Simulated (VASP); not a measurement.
Level of theory: PBE GGA, VASP's PBE PAW potentials (set 64) (plane waves; VASP 6.6.1).

The input files of a VASP run:

KPOINTS:
```
K-points
0
M
 5 5 5
```

**POSCAR**
```
MnC
1
    1.4663280000    -3.8748250000     0.0000000000
    1.4663280000     3.8748250000     0.0000000000
    0.0000000000     0.0000000000     2.8897240000
C Mn
2 2
Direct
  0.5640000000   0.4360000000   0.2500000000
  0.4360000000   0.5640000000   0.7500000000
  0.8547500000   0.1452500000   0.2500000000
  0.1452500000   0.8547500000   0.7500000000
```

**INCAR**
```
# general
SYSTEM  = MnC
PREC    = Accurate
ENCUT   = 520   # plane-wave cut-off (eV)
LREAL   = .FALSE.
LASPH   = .TRUE.

# electronic loop
EDIFF   = 1E-6   # SCF stop (eV)
NELM    = 100   # most electronic steps
ALGO    = Normal
LMAXMIX = 4   # l cut-off of mixed one-centre charges

# smearing
ISMEAR  = 0   # Gaussian
SIGMA   = 0.05   # width (eV)

# functional
GGA     = PE   # PBE

# spin
ISPIN   = 2   # spin-polarised
MAGMOM  = 2*0.0 2*4.0

# ions
ISIF    = 2

# output
LWAVE   = .FALSE.
LCHARG  = .FALSE.
LORBIT  = 10
```

POTCAR, in this order: C Mn_pv (PBE.64 set). Program: vasp_std.

The resulting files:

OUTCAR:
```
 ion  position               nearest neighbor table
   1  0.564  0.436  0.250-   2 1.75   2 1.75   4 2.15   4 2.15   4 2.15   4 2.15   3 2.19   3 2.19
                             3 2.25
   2  0.436  0.564  0.750-   1 1.75   1 1.75   3 2.15   3 2.15   3 2.15   3 2.15   4 2.19   4 2.19
                             4 2.25
   3  0.855  0.145  0.250-   2 2.15   2 2.15   2 2.15   2 2.15   1 2.19   1 2.19   1 2.25   4 2.62
                             4 2.62   4 2.62   4 2.62   4 2.68   4 2.68
   4  0.145  0.855  0.750-   1 2.15   1 2.15   1 2.15   1 2.15   2 2.19   2 2.19   2 2.25   3 2.62
                             3 2.62   3 2.62   3 2.62   3 2.68   3 2.68
  LATTYP: Found a base centered orthorhombic cell.
 ALAT       =     2.9326560000
 B/A-ratio  =     2.6425363220
 C/A-ratio  =     0.9853607106
 Subroutine PRICEL returns:
 Original cell was already a primitive cell.
 Subroutine GETGRP returns: Found  8 space group operations
The static configuration has the point symmetry C_2h.
 The point group associated with its full space group is D_2h.
The dynamic configuration has the point symmetry C_2h.
The overall configuration has the point symmetry C_2h.
 Subroutine INISYM returns: Found  8 space group operations
 Subroutine IBZKPT returns following result:
 Found     27 irreducible k-points:

 Following reciprocal coordinates:
            Coordinates               Weight
  0.000000  0.000000  0.000000      1.000000
  0.200000  0.000000  0.000000      4.000000
  0.400000  0.000000  0.000000      4.000000
  0.200000  0.200000  0.000000      2.000000
  0.400000  0.200000  0.000000      4.000000
 -0.400000  0.200000  0.000000      4.000000
 -0.200000  0.200000  0.000000      2.000000
  0.400000  0.400000  0.000000      2.000000
 -0.400000  0.400000  0.000000      2.000000
  0.000000  0.000000  0.200000      2.000000
  0.200000  0.000000  0.200000      8.000000
  0.400000  0.000000  0.200000      8.000000
  0.200000  0.200000  0.200000      4.000000
  0.400000  0.200000  0.200000      8.000000
...
```

### OSZICAR
```
       N       E                     dE             d eps       ncg     rms          rms(c)
DAV:   1     0.340249844368E+03    0.34025E+03   -0.19391E+04  2748   0.175E+03
DAV:   2    -0.159880684278E+02   -0.35624E+03   -0.33983E+03  2806   0.474E+02
DAV:   3    -0.372898619324E+02   -0.21302E+02   -0.20598E+02  3197   0.120E+02
DAV:   4    -0.378075686317E+02   -0.51771E+00   -0.51216E+00  2964   0.181E+01
DAV:   5    -0.378156660943E+02   -0.80975E-02   -0.80901E-02  3092   0.235E+00    0.312E+01
DAV:   6    -0.383192221031E+02   -0.50356E+00   -0.62782E+01  3391   0.788E+01    0.207E+01
DAV:   7    -0.338146811413E+02    0.45045E+01   -0.15693E+01  3090   0.499E+01    0.839E+00
DAV:   8    -0.338672878722E+02   -0.52607E-01   -0.12741E+00  2928   0.634E+00    0.490E+00
DAV:   9    -0.338443583739E+02    0.22929E-01   -0.11900E-01  3124   0.332E+00    0.123E+00
DAV:  10    -0.338451270322E+02   -0.76866E-03   -0.10249E-02  2932   0.873E-01    0.356E-01
DAV:  11    -0.338445693764E+02    0.55766E-03   -0.30463E-03  3033   0.448E-01    0.107E-01
DAV:  12    -0.338446093974E+02   -0.40021E-04   -0.26382E-04  3160   0.153E-01    0.448E-02
DAV:  13    -0.338446097568E+02   -0.35934E-06   -0.12851E-05  3161   0.337E-02    0.188E-02
DAV:  14    -0.338446081728E+02    0.15840E-05   -0.26106E-06  2709   0.144E-02    0.513E-03
DAV:  15    -0.338446075192E+02    0.65357E-06   -0.58604E-07  1498   0.698E-03
   1 F= -.33844608E+02 E0= -.33843857E+02  d E =-.150197E-02  mag=     3.9546
```

File OUTCAR:
```
------------------------ aborting loop because EDIFF is reached ----------------------------------------
  FORCE on cell =-STRESS in cart. coord.  units (eV):
  Direction    XX          YY          ZZ          XY          YZ          ZX
  --------------------------------------------------------------------------------------
  Total        0.9908073     -4.1166105     -3.7468358      0.0000000      0.0000000      0.0000000
  in kB       48.3426214   -200.8541334   -182.8124053      0.0000000      0.0000000      0.0000000
  external PRESSURE =    -111.7746391 kB  Pullay stress =       0.0000000 kB
  volume of cell :       32.84
      direct lattice vectors                 reciprocal lattice vectors
     1.466328000 -3.874825000  0.000000000     0.340987828 -0.129038086  0.000000000
     1.466328000  3.874825000  0.000000000     0.340987828  0.129038086  0.000000000
     0.000000000  0.000000000  2.889724000     0.000000000  0.000000000  0.346053810
 POSITION                                       TOTAL-FORCE (eV/Angst)
 -----------------------------------------------------------------------------------
      1.46633     -0.49598      0.72243         0.000000     -0.168101     -0.000000
      1.46633      0.49598      2.16729         0.000000      0.168101      0.000000
      1.46633     -2.74919      0.72243         0.000000     -0.126222     -0.000000
      1.46633      2.74919      2.16729         0.000000      0.126222     -0.000000
 -----------------------------------------------------------------------------------
    total drift:                               -0.000000     -0.000000     -0.000000
  FREE ENERGIE OF THE ION-ELECTRON SYSTEM (eV)
  ---------------------------------------------------
  free  energy   TOTEN  =       -33.8446075192 eV

  energy  without entropy=      -33.8431055501  energy(sigma->0) =      -33.84385653

 total charge

# of ion       s       p       d       tot
------------------------------------------
    1        0.822   1.471   0.000   2.294
    2        0.822   1.471   0.000   2.294
    3        0.281   6.349   5.302  11.932
    4        0.281   6.349   5.302  11.932
--------------------------------------------------
tot          2.206  15.641  10.604  28.451

 magnetization (x)

# of ion       s       p       d       tot
------------------------------------------
    1       -0.009  -0.039   0.000  -0.048
    2       -0.009  -0.039   0.000  -0.048
    3        0.004   0.008   2.017   2.029
    4        0.004   0.008   2.017   2.029
--------------------------------------------------
tot         -0.009  -0.064   4.034   3.961
```
(Selected blocks of OUTCAR.)

The moments were started parallel, and other spin orders were not tried in this run.

The structure was generated: MnC was put into the CrB type (Cmcm), which need not be its known phase. The cell was not relaxed at this level. The k-mesh is coarse (spacing up to 0.46 per Å, 2π included), so the numbers may not be converged in it. The run is one of a series of settings (KPOINTS 5×5×5 Monkhorst-Pack mesh against the base run), some of them coarse on purpose.
